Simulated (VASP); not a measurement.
Data:

```yaml
crystal:
  lattice:
    - [0.00000, 1.79511, 1.79511]
    - [1.79511, 0.00000, 1.79511]
    - [1.79511, 1.79511, 0.00000]
  atoms:
    - { symbol: C, position: [0.00000, 0.00000, 0.00000] }
    - { symbol: C, position: [0.25000, 0.25000, 0.25000] }
```

Computed with RPBE GGA, VASP's PBE PAW potentials (set 64) (plane waves; VASP). Settings: 520 eV cut-off, 14×14×14 Γ-centred mesh, tetrahedra with Blöchl corrections, potentials C.

What does the run give for the energy per atom (σ→0)?

```
Property                        Value
---------------------  --------------
energy per atom (σ→0)  -8.617 eV/atom
```

The compound is C in the diamond structure. It was relaxed first.
